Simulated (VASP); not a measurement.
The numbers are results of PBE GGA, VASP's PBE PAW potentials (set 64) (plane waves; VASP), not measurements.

The input files of a VASP run:

KPOINTS:
```
Regular mesh
0
gamma
 6 6 4
0 0 0
```

### INCAR
```
! general
SYSTEM  = PtSe2
PREC    = Accurate
ENCUT   = 520   ! plane-wave cut-off (eV)
LREAL   = .FALSE.   ! projection in real space or not
LASPH   = .TRUE.

! electronic loop
EDIFF   = 1E-6
NELM    = 100
ALGO    = Normal
LMAXMIX = 6   ! l cut-off of mixed one-centre charges

! smearing
ISMEAR  = 0   ! Gaussian
SIGMA   = 0.05   ! width (eV)

! functional
GGA     = PE   ! PBE

! ions
IBRION  = 2   ! conjugate gradients
NSW     = 60
ISIF    = 3
EDIFFG  = -0.02   ! ionic stop

! output
LWAVE   = .FALSE.
LCHARG  = .FALSE.
```

File POSCAR:
```
PtSe2
1
    1.8865409695    -3.2675850616     0.0000000000
    1.8865409695     3.2675850616     0.0000000000
   -0.0000000000     0.0000000000     5.5323202182
Pt Se
1 2
Direct
  0.0000000000   0.0000000000   0.0000000000
  0.3333330000   0.6666670000   0.2344992700
  0.6666670000   0.3333330000   0.7655007300
```

POTCAR, in this order: Pt Se (PBE.64 set). Program: vasp_std.

What VASP printed:

OSZICAR:
```
...
DAV:   5    -0.142931797040E+02    0.40046E-05   -0.61567E-05   811   0.633E-02    0.207E-02
DAV:   6    -0.142931814515E+02   -0.17474E-05   -0.73021E-06   846   0.276E-02    0.714E-03
DAV:   7    -0.142931820405E+02   -0.58907E-06   -0.15662E-06   578   0.112E-02
  10 F= -.14293182E+02 E0= -.14293182E+02  d E =-.116551E-02
       N       E                     dE             d eps       ncg     rms          rms(c)
DAV:   1    -0.143088936162E+02   -0.15712E-01   -0.56129E-01   720   0.556E+00    0.725E-01
DAV:   2    -0.142971813863E+02    0.11712E-01   -0.66475E-02   755   0.274E+00    0.366E-01
DAV:   3    -0.142949091010E+02    0.22723E-02   -0.44559E-03   832   0.764E-01    0.139E-01
DAV:   4    -0.142942948628E+02    0.61424E-03   -0.43772E-03   748   0.367E-01    0.627E-02
DAV:   5    -0.142942799657E+02    0.14897E-04   -0.25322E-04   818   0.127E-01    0.410E-02
DAV:   6    -0.142942866698E+02   -0.67041E-05   -0.31410E-05   853   0.573E-02    0.138E-02
DAV:   7    -0.142942890047E+02   -0.23350E-05   -0.62029E-06   811   0.221E-02    0.332E-03
DAV:   8    -0.142942896255E+02   -0.62074E-06   -0.84324E-07   655   0.718E-03
  11 F= -.14294290E+02 E0= -.14294290E+02  d E =-.227309E-02
       N       E                     dE             d eps       ncg     rms          rms(c)
DAV:   1    -0.143530210971E+02   -0.58732E-01   -0.22050E+00   720   0.110E+01    0.145E+00
DAV:   2    -0.143073944918E+02    0.45627E-01   -0.25851E-01   762   0.541E+00    0.730E-01
DAV:   3    -0.142985412918E+02    0.88532E-02   -0.17188E-02   825   0.150E+00    0.284E-01
DAV:   4    -0.142960317199E+02    0.25096E-02   -0.17534E-02   748   0.730E-01    0.125E-01
DAV:   5    -0.142959811853E+02    0.50535E-04   -0.10416E-03   818   0.255E-01    0.814E-02
DAV:   6    -0.142960058854E+02   -0.24700E-04   -0.14143E-04   839   0.120E-01    0.258E-02
DAV:   7    -0.142960150504E+02   -0.91651E-05   -0.23370E-05   818   0.432E-02    0.657E-03
DAV:   8    -0.142960177214E+02   -0.26710E-05   -0.36723E-06   874   0.142E-02    0.355E-03
DAV:   9    -0.142960179548E+02   -0.23339E-06   -0.37556E-07   577   0.414E-03
  12 F= -.14296018E+02 E0= -.14296018E+02  d E =-.400142E-02
       N       E                     dE             d eps       ncg     rms          rms(c)
DAV:   1    -0.145147360372E+02   -0.21872E+00   -0.84992E+00   720   0.216E+01    0.292E+00
DAV:   2    -0.143420785984E+02    0.17266E+00   -0.97673E-01   762   0.105E+01    0.145E+00
DAV:   3    -0.143085268576E+02    0.33552E-01   -0.64451E-02   839   0.289E+00    0.588E-01
DAV:   4    -0.142979250440E+02    0.10602E-01   -0.68794E-02   748   0.144E+00    0.247E-01
DAV:   5    -0.142978404298E+02    0.84614E-04   -0.38363E-03   818   0.479E-01    0.162E-01
DAV:   6    -0.142979355095E+02   -0.95080E-04   -0.59805E-04   825   0.240E-01    0.447E-02
DAV:   7    -0.142979743282E+02   -0.38819E-04   -0.79912E-05   832   0.792E-02    0.135E-02
DAV:   8    -0.142979876574E+02   -0.13329E-04   -0.16592E-05   867   0.294E-02    0.640E-03
DAV:   9    -0.142979887148E+02   -0.10574E-05   -0.12618E-06   692   0.796E-03    0.177E-03
DAV:  10    -0.142979888690E+02   -0.15418E-06   -0.40319E-07   585   0.509E-03
  13 F= -.14297989E+02 E0= -.14297989E+02  d E =-.597234E-02
       N       E                     dE             d eps       ncg     rms          rms(c)
DAV:   1    -0.150767264580E+02   -0.77874E+00   -0.31748E+01   720   0.418E+01    0.596E+00
DAV:   2    -0.144635718989E+02    0.61315E+00   -0.34966E+00   776   0.198E+01    0.288E+00
DAV:   3    -0.143435044353E+02    0.12007E+00   -0.22997E-01   825   0.537E+00    0.126E+00
DAV:   4    -0.142959952291E+02    0.47509E-01   -0.24303E-01   783   0.266E+00    0.496E-01
DAV:   5    -0.142969406861E+02   -0.94546E-03   -0.84046E-03   825   0.699E-01    0.330E-01
DAV:   6    -0.142973829460E+02   -0.44226E-03   -0.22640E-03   790   0.429E-01    0.685E-02
DAV:   7    -0.142975547622E+02   -0.17182E-03   -0.24201E-04   804   0.131E-01    0.315E-02
DAV:   8    -0.142976362306E+02   -0.81468E-04   -0.92925E-05   797   0.673E-02    0.108E-02
DAV:   9    -0.142976419016E+02   -0.56710E-05   -0.57349E-06   929   0.187E-02    0.379E-03
DAV:  10    -0.142976428183E+02   -0.91670E-06   -0.13751E-06   650   0.839E-03
  14 F= -.14297643E+02 E0= -.14297643E+02  d E =-.562629E-02
       N       E                     dE             d eps       ncg     rms          rms(c)
DAV:   1    -0.145329286072E+02   -0.23529E+00   -0.92480E+00   720   0.220E+01    0.282E+00
DAV:   2    -0.143448109189E+02    0.18812E+00   -0.10515E+00   769   0.109E+01    0.138E+00
DAV:   3    -0.143076932690E+02    0.37118E-01   -0.75203E-02   769   0.310E+00    0.505E-01
DAV:   4    -0.142981424374E+02    0.95508E-02   -0.64364E-02   818   0.141E+00    0.253E-01
DAV:   5    -0.142981273612E+02    0.15076E-04   -0.29534E-03   832   0.466E-01    0.171E-01
DAV:   6    -0.142982660361E+02   -0.13867E-03   -0.39311E-04   839   0.190E-01    0.498E-02
DAV:   7    -0.142983163160E+02   -0.50280E-04   -0.98458E-05   797   0.769E-02    0.131E-02
DAV:   8    -0.142983277548E+02   -0.11439E-04   -0.18089E-05   881   0.350E-02    0.675E-03
DAV:   9    -0.142983289056E+02   -0.11507E-05   -0.18129E-06   721   0.114E-02    0.179E-03
DAV:  10    -0.142983292290E+02   -0.32346E-06   -0.38499E-07   599   0.514E-03
  15 F= -.14298329E+02 E0= -.14298329E+02  d E =-.631270E-02
       N       E                     dE             d eps       ncg     rms          rms(c)
DAV:   1    -0.143047367762E+02   -0.64079E-02   -0.25409E-01   720   0.370E+00    0.484E-01
DAV:   2    -0.142996261409E+02    0.51106E-02   -0.29414E-02   783   0.181E+00    0.240E-01
DAV:   3    -0.142986077715E+02    0.10184E-02   -0.19188E-03   811   0.502E-01    0.914E-02
DAV:   4    -0.142983076767E+02    0.30009E-03   -0.20698E-03   804   0.248E-01    0.428E-02
DAV:   5    -0.142983034110E+02    0.42657E-05   -0.11471E-04   790   0.862E-02    0.277E-02
DAV:   6    -0.142983066946E+02   -0.32836E-05   -0.17582E-05   846   0.420E-02    0.901E-03
DAV:   7    -0.142983079723E+02   -0.12777E-05   -0.32818E-06   675   0.166E-02    0.240E-03
DAV:   8    -0.142983084429E+02   -0.47061E-06   -0.59621E-07   676   0.596E-03
  16 F= -.14298308E+02 E0= -.14298308E+02  d E =-.629191E-02
       N       E                     dE             d eps       ncg     rms          rms(c)
DAV:   1    -0.143010826771E+02   -0.27747E-02   -0.14047E-01   720   0.256E+00    0.298E-01
DAV:   2    -0.142992685995E+02    0.18141E-02   -0.10813E-02   783   0.104E+00    0.139E-01
DAV:   3    -0.142988732634E+02    0.39534E-03   -0.72995E-04   888   0.295E-01    0.592E-02
DAV:   4    -0.142987372604E+02    0.13600E-03   -0.69606E-04   797   0.153E-01    0.271E-02
DAV:   5    -0.142987420575E+02   -0.47971E-05   -0.40067E-05   811   0.481E-02    0.140E-02
DAV:   6    -0.142987428013E+02   -0.74373E-06   -0.76842E-06   860   0.269E-02
  17 F= -.14298743E+02 E0= -.14298743E+02  d E =-.434358E-03
       N       E                     dE             d eps       ncg     rms          rms(c)
DAV:   1    -0.143208978519E+02   -0.22156E-01   -0.12762E+00   720   0.772E+00    0.892E-01
DAV:   2    -0.143041906902E+02    0.16707E-01   -0.99424E-02   783   0.316E+00    0.420E-01
DAV:   3    -0.143005439035E+02    0.36468E-02   -0.69534E-03   881   0.911E-01    0.178E-01
DAV:   4    -0.142993395413E+02    0.12044E-02   -0.62753E-03   783   0.463E-01    0.814E-02
DAV:   5    -0.142993813892E+02   -0.41848E-04   -0.36943E-04   818   0.146E-01    0.427E-02
DAV:   6    -0.142993882655E+02   -0.68764E-05   -0.61795E-05   846   0.775E-02    0.172E-02
DAV:   7    -0.142993943300E+02   -0.60644E-05   -0.12495E-05   811   0.318E-02    0.381E-03
DAV:   8    -0.142993955827E+02   -0.12528E-05   -0.18322E-06   730   0.118E-02    0.206E-03
DAV:   9    -0.142993958282E+02   -0.24551E-06   -0.34649E-07   598   0.446E-03
  18 F= -.14299396E+02 E0= -.14299396E+02  d E =-.108739E-02
```

OUTCAR:
```
------------------------ aborting loop because EDIFF is reached ----------------------------------------
  FORCE on cell =-STRESS in cart. coord.  units (eV):
  Direction    XX          YY          ZZ          XY          YZ          ZX
  --------------------------------------------------------------------------------------
  Total        0.0230081      0.0230081     -0.0547887      0.0000000      0.0000000      0.0000000
  in kB        0.4687351      0.4687351     -1.1161860      0.0000000      0.0000000      0.0000000
  external PRESSURE =      -0.0595720 kB  Pullay stress =       0.0000000 kB
  volume of cell :       78.64
      direct lattice vectors                 reciprocal lattice vectors
     1.874887468 -3.247400600 -0.000000000     0.266682672 -0.153969301  0.000000000
     1.874887468  3.247400600  0.000000000     0.266682672  0.153969301 -0.000000000
     0.000000000  0.000000000  6.458381632    -0.000000000 -0.000000000  0.154837552
 POSITION                                       TOTAL-FORCE (eV/Angst)
 -----------------------------------------------------------------------------------
      0.00000      0.00000      0.00000        -0.000000     -0.000000      0.000000
      1.87489      1.08247      1.30834        -0.000000      0.000000     -0.019021
      1.87489     -1.08247      5.15004         0.000000      0.000000      0.019021
 -----------------------------------------------------------------------------------
    total drift:                                0.000000      0.000000      0.000000
  FREE ENERGIE OF THE ION-ELECTRON SYSTEM (eV)
  ---------------------------------------------------
  free  energy   TOTEN  =       -14.2993958282 eV

  energy  without entropy=      -14.2993958282  energy(sigma->0) =      -14.29939583

 reached required accuracy - stopping structural energy minimisation
```
(Selected blocks of OUTCAR.)

CONTCAR:
```
PtSe2
   1.00000000000000
     1.8748874680901546   -3.2474006002916753   -0.0000000000000000
     1.8748874680901546    3.2474006002916753    0.0000000000000000
     0.0000000000000000    0.0000000000000000    6.4583816317155236
  Pt              Se
     1     2
Direct
     0.0000000000000000    0.0000000000000000    0.0000000000000000
     0.3333330000000032    0.6666669999999968    0.2025801933346172
     0.6666669999999968    0.3333330000000032    0.7974198066653829
```

Energy and stress use the plane-wave basis of the starting cell. Without a dispersion term in the relaxation, distances and binding between the weakly bound layers, chains or molecules are unreliable, and so is what depends on them.

The compound is PtSe2 in the 1T layered structure. This run relaxes it. Symmetry was kept, so distortions that lower it aren't found. The start is the result of an earlier pass.
